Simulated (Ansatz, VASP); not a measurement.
# Cross-check of W2CSO (W2COS MXene monolayer) between VASP and Ansatz, part 2 of 2

Aim: how closely do two programs agree when they are given the same cell, functional and k mesh? The structure shown is the start of the Ansatz relaxation below; VASP solves that cell, so the two are compared at the walk's first step.

VASP 6.6.1 and Ansatz 0.2.0.

So far: Starting point; Ansatz: relaxation, PBE with D3(BJ).

## (3) VASP: single point, PBE with D3(BJ), start cell

Level of this step: PBE with D3(BJ), no spin polarisation; plane waves and PAW (S, W, C, O) (VASP).

The same cell, functional, mesh and smearing now go to VASP, with its own data sets.

Lines of VASP's logs that name or quote its potential files are left out, and so is its time.

Input file INCAR:

```
SYSTEM = W2CSO
PREC = Accurate
ENCUT = 520
EDIFF = 1E-06
NELM = 120
ISMEAR = -1
SIGMA = 0.05
LREAL = .FALSE.
ALGO = Normal
GGA = PE
IVDW = 12
NBANDS = 20
LASPH = .TRUE.
LORBIT = 11
LWAVE = .FALSE.
LCHARG = .FALSE.
ISIF = 2
LDIPOL = .TRUE.
IDIPOL = 3
DIPOL = 0.5 0.5 0.505
LVHAR = .TRUE.
GGA_COMPAT = .FALSE.
NELMDL = -8
KPAR = 2
```

Input file POSCAR:

```
W2CSO
1.0
    3.1254080000      0.0000000000      0.0000000000
   -1.5627040000      2.7066830000      0.0000000000
    0.0000000000      0.0000000000     41.6172380000
S W C O
1 2 1 1
Direct
    0.3333332718      0.6666665435      0.4361173608
    0.6666667282      0.3333334565      0.4779711715
    0.3333332718      0.6666665435      0.5372351957
    0.0000000000      0.0000000000      0.5076031716
    0.6666667282      0.3333334565      0.5638826392
```

Input file KPOINTS:

```
Automatic mesh
0
Gamma
12 12 1
0 0 0
```

Potentials, in the order of the species: S, W, C and O (PBE family, release 64).

On the command line:

```bash
$ mpirun -np 2 vasp_std
```

Numbers of over 12 decimals in the logs are rounded to 6 here.

What it wrote:

```text
[banner, memory and clock lines left out]
running    2 mpi-ranks, on    1 nodes
 distrk:  each k-point on    1 cores,    2 groups
 distr:  one band on    1 cores,    1 groups

 POSCAR found type information on POSCAR S W C O
 POSCAR found :  4 types and       5 ions
 LDA part: xc-table for (Slater+PW92), standard interpolation
 POSCAR, INCAR and KPOINTS ok, starting setup
 FFT: planning ... GRIDC
 FFT: planning ... GRID_SOFT
 FFT: planning ... GRID
 WAVECAR not read
 entering main loop
       N       E                     dE             d eps       ncg     rms          rms(c)
DAV:   1     0.240744192967E+03    0.24074E+03   -0.96217E+03   776   0.102E+03
DAV:   2    -0.128818272045E+02   -0.25363E+03   -0.24000E+03  1188   0.217E+02
DAV:   3    -0.525810902496E+02   -0.39699E+02   -0.39191E+02  1004   0.105E+02
DAV:   4    -0.539632635959E+02   -0.13822E+01   -0.13479E+01  1120   0.216E+01
DAV:   5    -0.539970565758E+02   -0.33793E-01   -0.33442E-01  1076   0.283E+00
DAV:   6    -0.539982530570E+02   -0.11965E-02   -0.11791E-02  1088   0.521E-01
DAV:   7    -0.539983015242E+02   -0.48467E-04   -0.48415E-04  1124   0.963E-02
DAV:   8    -0.539983034666E+02   -0.19424E-05   -0.19424E-05  1036   0.202E-02    0.421E+01
DAV:   9    -0.476102590134E+02    0.63880E+01   -0.44982E+01  1032   0.362E+01    0.158E+01
DAV:  10    -0.529471707467E+02   -0.53369E+01   -0.43063E+01  1224   0.393E+01    0.125E+01
DAV:  11    -0.484679812960E+02    0.44792E+01   -0.38467E+01  1236   0.398E+01    0.837E+00
DAV:  12    -0.470533290912E+02    0.14147E+01   -0.22370E+01  1128   0.238E+01    0.436E+00
DAV:  13    -0.466827715602E+02    0.37056E+00   -0.23903E+00  1044   0.893E+00    0.210E+00
DAV:  14    -0.466674583998E+02    0.15313E-01   -0.14778E-01   972   0.284E+00    0.129E+00
DAV:  15    -0.466653322864E+02    0.21261E-02   -0.92584E-03  1000   0.658E-01    0.116E+00
DAV:  16    -0.466605658596E+02    0.47664E-02   -0.29334E-03  1196   0.268E-01    0.106E+00
DAV:  17    -0.466479411305E+02    0.12625E-01   -0.56019E-02  1056   0.120E+00    0.492E-01
DAV:  18    -0.466469675154E+02    0.97362E-03   -0.14547E-02  1072   0.743E-01    0.333E-01
DAV:  19    -0.466469904080E+02   -0.22893E-04   -0.13286E-03   944   0.239E-01    0.306E-01
DAV:  20    -0.466469899367E+02    0.47132E-06   -0.92357E-05  1052   0.698E-02    0.301E-01
DAV:  21    -0.466470155259E+02   -0.25589E-04   -0.96182E-04  1104   0.148E-01    0.260E-01
DAV:  22    -0.466470008160E+02    0.14710E-04   -0.88188E-04   860   0.170E-01    0.216E-01
DAV:  23    -0.466469016404E+02    0.99176E-04   -0.12899E-04  1012   0.724E-02    0.171E-01
DAV:  24    -0.466469008929E+02    0.74752E-06   -0.68507E-06   940   0.180E-02
   1 F= -.48083287E+02 E0= -.48070767E+02  d E =-.250391E-01
```

From OUTCAR (step 3):

```text
ion  position               nearest neighbor table
   1  0.333  0.667  0.436-   2 2.51   2 2.51   2 2.51
   2  0.667  0.333  0.478-   4 2.19   4 2.19   4 2.19   1 2.51   1 2.51   1 2.51   3 3.06   3 3.06
                             3 3.06
   3  0.333  0.667  0.537-   5 2.12   5 2.12   5 2.12   4 2.19   4 2.19   4 2.19   2 3.06   2 3.06
                             2 3.06
   4  0.000  0.000  0.508-   2 2.19   2 2.19   2 2.19   3 2.19   3 2.19   3 2.19
   5  0.667  0.333  0.564-   3 2.12   3 2.12   3 2.12

  LATTYP: Found a hexagonal cell.
 ALAT       =     3.1254080000
 C/A-ratio  =    13.3157776521

 Subroutine GETGRP returns: Found  6 space group operations
 (whereof  6 operations were pure point group operations)

The static configuration has the point symmetry C_3v.

 Found     19 irreducible k-points:

   k-points           NKPTS =     19   k-points in BZ     NKDIM =     19   number of bands    NBANDS=     20

   dimension x,y,z NGX =    24 NGY =   24 NGZ =  320
   dimension x,y,z NGXF=    48 NGYF=   48 NGZF=  640

   ENCUT  =  520.0 eV  38.22 Ry    6.18 a.u.   5.81  5.81 77.38*2*pi/ulx,y,z

   NELECT =      28.0000    total number of electrons

 k-points in reciprocal lattice and weights: Automatic mesh
   0.00000000  0.00000000  0.00000000       0.007
   0.08333333  0.00000000  0.00000000       0.042
   0.16666667  0.00000000  0.00000000       0.042
   0.25000000  0.00000000  0.00000000       0.042
   0.33333333  0.00000000  0.00000000       0.042
   0.41666667  0.00000000  0.00000000       0.042
   0.50000000  0.00000000  0.00000000       0.021
   0.08333333  0.08333333  0.00000000       0.042
   0.16666667  0.08333333  0.00000000       0.083
[...]
0.33333333  0.25000000  0.00000000       0.083
   0.33333333  0.33333333  0.00000000       0.014

 dipolmoment           0.000000      0.000000      0.026557 electrons x Angstroem

 average (electrostatic) potential at core
       1 -95.1197       2 -49.9993       3 -50.6371       4 -58.9327       5 -79.6665

 E-fermi :  -2.9680

 k-point     1 :       0.0000    0.0000    0.0000
  band No.  band energies     occupation
    ...
     11      -4.9018      2.00000
     12      -4.9018      2.00000
     13      -4.3371      2.00000
     14      -3.8835      2.00000
     15      -3.8835      2.00000
     16      -2.8433      0.15268
     17      -2.8433      0.15267
     18      -1.8707      0.00000
     19      -1.0654      0.00000
     20      -1.0654      0.00000

 k-point     2 :       0.0833    0.0000    0.0000
  band No.  band energies     occupation
    ...
     11      -5.3934      2.00000
     12      -5.1264      2.00000
     13      -4.5902      2.00000
     14      -3.6827      2.00000
     15      -3.5383      1.99998
     16      -2.7981      0.06470
     17      -2.6813      0.00644
     18      -1.6807      0.00000
     19      -1.2733      0.00000
     20      -1.0399      0.00000

 k-point     3 :       0.1667    0.0000    0.0000
  band No.  band energies     occupation
    ...
     11      -5.7705      2.00000
     12      -5.3045      2.00000
     13      -5.0669      2.00000
     14      -3.5558      1.99998
     15      -3.1980      1.98009
     16      -2.7578      0.02945
     17      -2.1230      0.00000
     18      -1.4954      0.00000
     19      -1.0535      0.00000
     20      -1.0050      0.00000

 Edisp (eV)   -1.43639

  Total      -4.18799    -4.18799    -7.18793     0.00000     0.00000     0.00000
  in kB     -19.05894   -19.05894   -32.71126     0.00000     0.00000     0.00000
  external pressure =      -23.61 kB  Pullay stress =        0.00 kB

  energy-cutoff  :      520.00
  volume of cell :      352.06
      direct lattice vectors                 reciprocal lattice vectors
     3.125408000  0.000000000  0.000000000     0.319958226  0.184727949  0.000000000
    -1.562704000  2.706683000  0.000000000     0.000000000  0.369455899  0.000000000
     0.000000000  0.000000000 41.617238000     0.000000000  0.000000000  0.024028505

 POSITION                                       TOTAL-FORCE (eV/Angst)
 -----------------------------------------------------------------------------------
      0.00000      1.80445     18.15000        -0.000000     -0.000000      1.215600
      1.56270      0.90223     19.89184        -0.000000     -0.000000      0.678002
      0.00000      1.80445     22.35825        -0.000000      0.000000     -1.987866
      0.00000      0.00000     21.12504        -0.000000      0.000000      0.218672
      1.56270      0.90223     23.46724         0.000000      0.000000     -0.124408
 -----------------------------------------------------------------------------------
    total drift:                               -0.000000     -0.000253      0.000050

  FREE ENERGIE OF THE ION-ELECTRON SYSTEM (eV)
  ---------------------------------------------------
  free  energy   TOTEN  =       -48.0832868410 eV

  energy  without entropy=      -48.0582477898  energy(sigma->0) =      -48.07076732

 vacuum level on the upper side and lower side of the slab         2.624         2.049

 total charge
# of ion       s       p       d       tot
------------------------------------------
    1        1.369   2.307   0.000   3.676
    2        0.545   0.698   4.179   5.422
    3        0.532   0.719   4.066   5.317
    4        0.860   1.575   0.000   2.435
    5        1.571   3.398   0.000   4.969
--------------------------------------------------
tot          4.876   8.697   8.245  21.818

[... 3 further parts left out ...]
```

This run has no spin polarisation, so a moment on W, if there is one, isn't seen. The data set W keeps the semicore shell frozen, which is cheaper and a little less accurate.

## (4) Differences

Known differences besides the potentials themselves: Ansatz cuts the interaction across the vacuum, VASP repeats the sheet with a dipole correction; the data sets hold 44 valence electrons in Ansatz (on its PAW soft_1 files) and 28 in VASP; the cutoff is 420 eV in Ansatz and 520 eV in VASP. Total energies have different zeros and are not compared.

Forces (eV/Å; atoms numbered as in POSCAR):

| atom | Ansatz x, y, z | VASP x, y, z |
| --- | --- | --- |
| S1 | 0.000, 0.000, 1.155 | 0.000, 0.000, 1.216 |
| W2 | 0.000, 0.000, 0.702 | 0.000, 0.000, 0.678 |
| W3 | 0.000, 0.000, -1.968 | 0.000, 0.000, -1.988 |
| C4 | 0.000, 0.000, 0.250 | 0.000, 0.000, 0.219 |
| O5 | 0.000, 0.000, -0.138 | 0.000, 0.000, -0.124 |

The forces differ by 20 meV/Å r.m.s., which is 3.1 % of the r.m.s. force of 0.630 eV/Å (both taken over all components). VASP's last cycles still show a density residual of 2e-02, so its state may not be settled. With vacuum in the cell, a pressure given here is an average over mostly empty space and none of the material.

## (5) Results

```yaml
r_m_s_force_difference_single_point_pbe_with_d3_bj_start_cell: 3.1 % of the r.m.s. force
```

What this shows: The r.m.s. force difference is 3.1 % of the r.m.s. force (single point, PBE with D3(BJ), start cell), at about the 3 % picked in this series as the mark of a large difference. The data sets hold unlike numbers of valence electrons (44 in Ansatz and 28 in VASP), so part of the differences comes from the potentials. What causes the difference of the single point, PBE with D3(BJ), start cell pair stays open here. 1 further run of this series is not shown here. Such differences can come from data sets, numerical settings and the points named under the comparisons, not from the functional's error against experiment.

[Lines on the potential files, build, host, timing and source positions are cut from VASP's logs without a mark.]

[Logs are printed without paths, hosts, clocks, repeated set-up lines and the standing remarks that a program may print on its own settings, such as how far it seeks lower states.]

[Hosts, paths, dates, database ids (printed as entryN), source tags and the programs' standing remarks are cut or masked in the printed files.]
